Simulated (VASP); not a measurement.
All values below come from PBE GGA + U (Dudarev), VASP's PBE PAW potentials (set 64) (plane waves; VASP).

Input for VASP

**INCAR**
```
# general
SYSTEM    = TiCo
PREC      = Accurate
ENCUT     = 400
LREAL     = F
LASPH     = T

# electronic loop
EDIFF     = 1E-6
NELM      = 100
ALGO      = Normal
LMAXMIX   = 4

# smearing
ISMEAR    = 1
SIGMA     = 0.1

# functional
GGA       = PE

# DFT+U
LDAU      = T
LDAUTYPE  = 2
LDAUL     = 2 2
LDAUU     = 2.0 2.0
LDAUJ     = 0 0
LDAUPRINT = 1

# ions
ISIF      = 2

# output
LWAVE     = F
LCHARG    = F
LORBIT    = 10
```

File KPOINTS:
```
Automatic mesh
0
Gamma
11 11 11
0 0 0
```

POSCAR:
```
TiCo
1
    3.0498000000     0.0000000000     0.0000000000
    0.0000000000     3.0498000000     0.0000000000
    0.0000000000     0.0000000000     3.0498000000
Ti Co
1 1
Direct
  0.0000000000   0.0000000000   0.0000000000
  0.5000000000   0.5000000000   0.5000000000
```

POTCAR, in this order: Ti_sv Co (PBE.64 set). Program: vasp_std.

What VASP printed:

### OSZICAR
```
       N       E                     dE             d eps       ncg     rms          rms(c)
DAV:   1     0.138107396997E+03    0.13811E+03   -0.90495E+03  1568   0.155E+03
DAV:   2    -0.710949899377E+01   -0.14522E+03   -0.14262E+03  1604   0.377E+02
DAV:   3    -0.148012313600E+02   -0.76917E+01   -0.76498E+01  2394   0.101E+02
DAV:   4    -0.150172582515E+02   -0.21603E+00   -0.21585E+00  1976   0.139E+01
DAV:   5    -0.150251566229E+02   -0.78984E-02   -0.78981E-02  2312   0.238E+00    0.112E+01
DAV:   6    -0.134622784609E+02    0.15629E+01   -0.19806E+01  2174   0.440E+01    0.166E+01
DAV:   7    -0.139215151557E+02   -0.45924E+00   -0.38652E+01  2268   0.659E+01    0.119E+01
DAV:   8    -0.122522927303E+02    0.16692E+01   -0.55907E+00  2292   0.293E+01    0.242E+00
DAV:   9    -0.122370159363E+02    0.15277E-01   -0.13286E+00  2348   0.913E+00    0.284E+00
DAV:  10    -0.121958273588E+02    0.41189E-01   -0.35520E-01  2394   0.688E+00    0.319E-01
DAV:  11    -0.121959753527E+02   -0.14799E-03   -0.12999E-02  2482   0.127E+00    0.177E-01
DAV:  12    -0.121956727190E+02    0.30263E-03   -0.95425E-04  2360   0.366E-01    0.623E-02
DAV:  13    -0.121956572620E+02    0.15457E-04   -0.88900E-05  2086   0.843E-02    0.169E-02
DAV:  14    -0.121956547611E+02    0.25008E-05   -0.34126E-05  2146   0.631E-02    0.575E-03
DAV:  15    -0.121956547776E+02   -0.16493E-07   -0.25130E-06  1410   0.216E-02
   1 F= -.12195655E+02 E0= -.12195598E+02  d E =-.168863E-03
```

**OUTCAR**
```
------------------------ aborting loop because EDIFF is reached ----------------------------------------
  FORCE on cell =-STRESS in cart. coord.  units (eV):
  Direction    XX          YY          ZZ          XY          YZ          ZX
  --------------------------------------------------------------------------------------
  Total       -2.0120622     -2.0120622     -2.0120622      0.0000000     -0.0000000      0.0000000
  in kB     -113.6417467   -113.6417467   -113.6417467      0.0000000     -0.0000000      0.0000000
  external PRESSURE =    -113.6417467 kB  Pullay stress =       0.0000000 kB
  volume of cell :       28.37
      direct lattice vectors                 reciprocal lattice vectors
     3.049800000  0.000000000  0.000000000     0.327890353  0.000000000  0.000000000
     0.000000000  3.049800000  0.000000000     0.000000000  0.327890353  0.000000000
     0.000000000  0.000000000  3.049800000     0.000000000  0.000000000  0.327890353
 POSITION                                       TOTAL-FORCE (eV/Angst)
 -----------------------------------------------------------------------------------
      0.00000      0.00000      0.00000         0.000000      0.000000      0.000000
      1.52490      1.52490      1.52490         0.000000      0.000000      0.000000
 -----------------------------------------------------------------------------------
    total drift:                               -0.000000      0.000000      0.000000
  FREE ENERGIE OF THE ION-ELECTRON SYSTEM (eV)
  ---------------------------------------------------
  free  energy   TOTEN  =       -12.1956547776 eV

  energy  without entropy=      -12.1954859149  energy(sigma->0) =      -12.19559849

 total charge

# of ion       s       p       d       tot
------------------------------------------
    1        2.239   6.168   1.707  10.113
    2        0.490   0.407   7.392   8.289
--------------------------------------------------
tot          2.728   6.575   9.099  18.402
```
(Selected blocks of OUTCAR.)

The compound is TiCo in the CsCl type structure. The cell was not relaxed at this level. The run is one of a series of settings (LDAU = .TRUE., LDAUJ = 0 0, LDAUL = 2 2, LDAUTYPE = 2, LDAUU = 2.0 2.0 against the base run), some of them coarse on purpose. The run is not spin-polarised, so no magnetic state was tried. The electron count is odd and the run is not spin-polarised, which forces a metal.
